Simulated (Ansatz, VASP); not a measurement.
**MnS (Browneite): VASP beside Ansatz**

Aim: how closely do two programs agree when they are given the same cell, functional and k mesh? The cell is taken from a series of VASP runs on this material, whose earlier steps may have relaxed, scaled or displaced it; both programs get it as it stands.

Method: plane waves, with VASP 6.6.1 beside it; relaxation of cell and atoms at r2SCAN, in Ansatz 0.2.0.

**1. The structure**

The structure is tetragonal, space group I-4m2 (No. 119). The conventional cell has a = 3.940 Å, b = 3.940 Å, c = 5.460 Å, α = 90.00°, β = 90.00°, γ = 90.00°. Nearest to Mn lie 4 S at 2.40 Å. Nearest to S lie 4 Mn at 2.40 Å. Farther neighbours and most contacts between anions are not listed.

Structure file:

```
Mn S
1.0
     0.00000    5.57131    5.46003
     2.78565    2.78565    5.46003
     2.78565    2.78565    0.00000
Mn S
2 2
Cartesian
  0.0000 0.0000 0.0000
  0.0000 2.7857 2.7300
  1.3928 1.3928 1.3650
  1.3928 4.1785 4.0950
```

**2. VASP: relaxation of cell and atoms, r2SCAN**

The relaxed volume is the usual yardstick between codes: its relative difference is about their pressure difference at one cell divided by the bulk modulus.

Lines of VASP's logs that name or quote its potential files are left out, and so is its time.

The input, INCAR:

```
SYSTEM = MnS
PREC = Accurate
ENCUT = 400
EDIFF = 1E-06
NELM = 100
ISMEAR = 0
SIGMA = 0.05
LREAL = .FALSE.
ALGO = Normal
METAGGA = R2SCAN
LASPH = .TRUE.
NBANDS = 27
ISPIN = 2
MAGMOM = 4.32 -4.32 0 0
LMAXMIX = 4
LORBIT = 11
LWAVE = .FALSE.
LCHARG = .FALSE.
KPAR = 4
IBRION = 2
NSW = 60
ISIF = 3
EDIFFG = -0.01
```

The input, POSCAR:

```
MnS
1.0
    0.0000000000      5.5713088019      5.4600291949
    2.7856544009      2.7856544009      5.4600291949
    2.7856544009      2.7856544009      0.0000000000
Mn S
2 2
Direct
    0.0000000000      0.0000000000      0.0000000000
    0.5000000000      0.0000000000      0.0000000000
    0.0000000000      0.2500000000      0.2500000000
    0.5000000000      0.2500000000      0.2500000000
```

The input, KPOINTS:

```
Automatic mesh
0
Gamma
6 6 6
0 0 0
```

PAW data sets: Mn_pv and S (PBE family, release 64).

Run with:

```bash
$ mpirun -np 4 vasp_std
```

Numbers of over 12 decimals in the logs are rounded to 6 here.

The log of the run:

```text
[banner, memory and clock lines left out]
running    4 mpi-ranks, on    1 nodes
 distrk:  each k-point on    1 cores,    4 groups
 distr:  one band on    1 cores,    1 groups

 POSCAR found type information on POSCAR MnS
 POSCAR found :  2 types and       4 ions
|                                                                             |
|               ----> ADVICE to this user running VASP <----                  |
|                                                                             |
|     You enforced a specific xc type in the INCAR file but a different       |
|     [... a line on the potential file left out ...]
|     I HOPE YOU KNOW WHAT YOU ARE DOING!                                     |
|                                                                             |

 LDA part: xc-table for (None), standard interpolation
 POSCAR, INCAR and KPOINTS ok, starting setup
 FFT: planning ... GRIDC
 FFT: planning ... GRID_SOFT
 FFT: planning ... GRID
 WAVECAR not read
 entering main loop
       N       E                     dE             d eps       ncg     rms          rms(c)
DAV:   1     0.302226776245E+03    0.30223E+03   -0.19019E+04  4944   0.123E+03
DAV:   2    -0.330093638712E+02   -0.33524E+03   -0.32481E+03  4404   0.370E+02
DAV:   3    -0.586609921059E+02   -0.25652E+02   -0.25356E+02  5102   0.107E+02
DAV:   4    -0.593279497604E+02   -0.66696E+00   -0.66561E+00  5055   0.176E+01
DAV:   5    -0.593403907015E+02   -0.12441E-01   -0.12438E-01  5301   0.273E+00    0.155E+01
DAV:   6    -0.498491675894E+02    0.94912E+01   -0.29702E+01  5031   0.555E+01    0.190E+01
DAV:   7    -0.501807518820E+02   -0.33158E+00   -0.27904E+00  4752   0.160E+01    0.111E+01
DAV:   8    -0.501396493395E+02    0.41103E-01   -0.32542E-01  5400   0.664E+00    0.659E+00
DAV:   9    -0.501503358295E+02   -0.10686E-01   -0.18613E-01  4909   0.386E+00    0.142E+00
DAV:  10    -0.501451413203E+02    0.51945E-02   -0.54676E-02  5015   0.277E+00    0.295E-01
DAV:  11    -0.501464945335E+02   -0.13532E-02   -0.29879E-03  4751   0.422E-01    0.147E-01
DAV:  12    -0.501467808402E+02   -0.28631E-03   -0.58762E-04  5136   0.213E-01    0.115E-01
DAV:  13    -0.501468740126E+02   -0.93172E-04   -0.90951E-05  4745   0.761E-02    0.806E-02
DAV:  14    -0.501469196005E+02   -0.45588E-04   -0.18430E-05  4626   0.388E-02    0.301E-02
DAV:  15    -0.501469416129E+02   -0.22012E-04   -0.10468E-05  4604   0.257E-02    0.717E-03
DAV:  16    -0.501469438457E+02   -0.22329E-05   -0.67016E-07  3460   0.694E-03    0.220E-03
DAV:  17    -0.501469395361E+02    0.43096E-05   -0.12602E-07  2457   0.290E-03    0.163E-03
DAV:  18    -0.501469387231E+02    0.81306E-06   -0.65742E-08  2388   0.186E-03
   1 F= -.50146939E+02 E0= -.50146939E+02  d E =-.501469E+02  mag=    -0.0000
 curvature:   0.00 expect dE= 0.000E+00 dE for cont linesearch  0.000E+00
 trial: gam= 0.00000 g(F)=  0.186E-40 g(S)=  0.918E-05 ort = 0.000E+00 (trialstep = 0.100E+01)
 search vector abs. value=  0.918E-05
 reached required accuracy - stopping structural energy minimisation
```

From OUTCAR (step 2):

```text
ion  position               nearest neighbor table
   1  0.000  0.000  0.000-   3 2.40   3 2.40   4 2.40   4 2.40
   2  0.500  0.000  0.000-   4 2.40   4 2.40   3 2.40   3 2.40
   3  0.000  0.250  0.250-   1 2.40   1 2.40   2 2.40   2 2.40
   4  0.500  0.250  0.250-   2 2.40   2 2.40   1 2.40   1 2.40

  LATTYP: Found a simple tetragonal cell.
 ALAT       =     3.9395102339
 C/A-ratio  =     1.3859664960

 Subroutine GETGRP returns: Found  8 space group operations
 (whereof  8 operations were pure point group operations)

The static configuration has the point symmetry D_2d.

 Found     40 irreducible k-points:

   k-points           NKPTS =     40   k-points in BZ     NKDIM =     40   number of bands    NBANDS=     27

   dimension x,y,z NGX =    54 NGY =   48 NGZ =   28
   dimension x,y,z NGXF=   108 NGYF=   96 NGZF=   56

   ENCUT  =  400.0 eV  29.40 Ry    5.42 a.u.  12.72 10.98  6.42*2*pi/ulx,y,z

   NELECT =      38.0000    total number of electrons

 k-points in reciprocal lattice and weights: Automatic mesh
   0.00000000  0.00000000  0.00000000       0.005
   0.16666667  0.00000000  0.00000000       0.019
   0.33333333  0.00000000  0.00000000       0.019
   0.50000000  0.00000000  0.00000000       0.009
   0.00000000  0.16666667  0.00000000       0.037
   0.16666667  0.16666667  0.00000000       0.009
   0.50000000  0.16666667  0.00000000       0.037
  -0.33333333  0.16666667  0.00000000       0.019
   0.00000000  0.33333333  0.00000000       0.037
[...]
-0.16666667  0.33333333  0.50000000       0.009
   0.00000000  0.50000000  0.50000000       0.005

 average (electrostatic) potential at core
       1 -75.6466       2 -75.6466       3 -89.9620       4 -89.9620

 E-fermi :   3.9340

 spin component 1
 k-point     1 :       0.0000    0.0000    0.0000
  band No.  band energies     occupation
    ...
     15       1.2173      1.00000
     16       1.5050      1.00000
     17       2.9660      1.00000
     18       3.5420      1.00000
     19       3.5421      1.00000
     20       6.1604      0.00000
     21       6.6254      0.00000
     22       6.7563      0.00000
     23       6.8285      0.00000
     24       7.9747      0.00000
    ...

 k-point     2 :       0.1667    0.0000    0.0000
  band No.  band energies     occupation
    ...
     15       1.4916      1.00000
     16       1.4917      1.00000
     17       2.7705      1.00000
     18       3.1821      1.00000
     19       3.4799      1.00000
     20       6.3284      0.00000
     21       6.6513      0.00000
     22       6.6936      0.00000
     23       7.3934      0.00000
     24       7.8872      0.00000
    ...

 k-point     3 :       0.3333    0.0000    0.0000
  band No.  band energies     occupation
    ...
     15       1.3509      1.00000
     16       1.8572      1.00000
     17       2.3743      1.00000
     18       2.8216      1.00000
     19       3.3250      1.00000
     20       6.4326      0.00000
     21       6.5755      0.00000
     22       6.7916      0.00000
     23       7.1738      0.00000
     24       7.6478      0.00000
    ...

 k-point     4 :       0.5000    0.0000    0.0000
  band No.  band energies     occupation
    ...
     15       1.2415      1.00000
     16       2.0347      1.00000
     17       2.1717      1.00000
     18       2.6579      1.00000
     19       3.2225      1.00000
     20       6.4672      0.00000
     21       6.6331      0.00000
     22       6.8182      0.00000
     23       6.9776      0.00000
     24       7.3985      0.00000
    ...

 k-point     5 :       0.0000    0.1667    0.0000
  band No.  band energies     occupation
    ...
     15       1.4651      1.00000
     16       1.5010      1.00000
     17       2.8142      1.00000
     18       3.1966      1.00000
     19       3.5096      1.00000
     20       6.3638      0.00000
     21       6.6438      0.00000
     22       6.7820      0.00000
     23       7.5430      0.00000
     24       7.8098      0.00000
    ...

 k-point     6 :       0.1667    0.1667    0.0000
  band No.  band energies     occupation
    ...
     15       1.2182      1.00000
     16       1.4850      1.00000
     17       2.9425      1.00000
     18       3.5655      1.00000
     19       3.5656      1.00000
     20       6.2934      0.00000
     21       6.6155      0.00000
     22       6.6229      0.00000
     23       7.3605      0.00000
     24       7.8666      0.00000
    ...

  Total       -0.0086759     -0.0086759     -0.0247141      0.0000000     -0.0000000     -0.0000000
  in kB       -0.1640380     -0.1640380     -0.4672793      0.0000000     -0.0000000     -0.0000000
  external PRESSURE =      -0.2651184 kB  Pullay stress =       0.0000000 kB

  energy-cutoff  :      400.00
  volume of cell :       84.74
      direct lattice vectors                 reciprocal lattice vectors
     0.000000000  5.571308802  5.460029195    -0.179491038  0.179491038  0.000000000
     2.785654401  2.785654401  5.460029195     0.179491038 -0.179491038  0.183149204
     2.785654401  2.785654401  0.000000000     0.179491038  0.179491038 -0.183149204

 POSITION                                       TOTAL-FORCE (eV/Angst)
 -----------------------------------------------------------------------------------
      0.00000      0.00000      0.00000        -0.000000      0.000000     -0.000000
      0.00000      2.78565      2.73001         0.000000     -0.000000      0.000000
      1.39283      1.39283      1.36501         0.000000      0.000000     -0.000000
      1.39283      4.17848      4.09502        -0.000000      0.000000     -0.000000
 -----------------------------------------------------------------------------------
    total drift:                                0.000456     -0.000359      0.000277

  FREE ENERGIE OF THE ION-ELECTRON SYSTEM (eV)
  ---------------------------------------------------
  free  energy   TOTEN  =       -50.1469387231 eV

  energy  without entropy=      -50.1469387231  energy(sigma->0) =      -50.14693872

 reached required accuracy - stopping structural energy minimisation

 total charge
# of ion       s       p       d       tot
------------------------------------------
    1        0.276   6.217   4.917  11.409
    2        0.276   6.217   4.917  11.409
    3        1.301   2.492   0.000   3.794
    4        1.301   2.492   0.000   3.794
--------------------------------------------------
tot          3.154  17.419   9.833  30.406

 magnetization (x)
# of ion       s       p       d       tot
------------------------------------------
    1        0.028   0.047   4.202   4.277
    2       -0.028  -0.047  -4.202  -4.277
    3        0.000   0.000   0.000   0.000
    4        0.000   0.000   0.000   0.000
--------------------------------------------------
tot          0.000   0.000   0.000   0.000

[... 1 further part left out ...]
```

CONTCAR:

```
MnS
   1.00000000000000
     0.0000000000000000    5.5713088018999999    5.4600291948999997
     2.7856544008999999    2.7856544008999999    5.4600291948999997
     2.7856544008999999    2.7856544008999999    0.0000000000000000
  Mn              S
     2     2
Direct
     0.0000000000000000    0.0000000000000000    0.0000000000000000
     0.5000000000000000    0.0000000000000000    0.0000000000000000
     0.0000000000000000    0.2500000000000000    0.2500000000000000
     0.5000000000000000    0.2500000000000000    0.2500000000000000
```

The run keeps the 8 symmetry operations of its start, so it cannot find a distortion of lower symmetry.

[end of part 1 of 2]

[Lines on the potential files, build, host, timing and source positions are cut from VASP's logs without a mark.]

[Logs are printed without paths, hosts, clocks, repeated set-up lines and the standing remarks that a program may print on its own settings, such as how far it seeks lower states.]

[Hosts, paths, dates, database ids (printed as entryN), source tags and the programs' standing remarks are cut or masked in the printed files.]
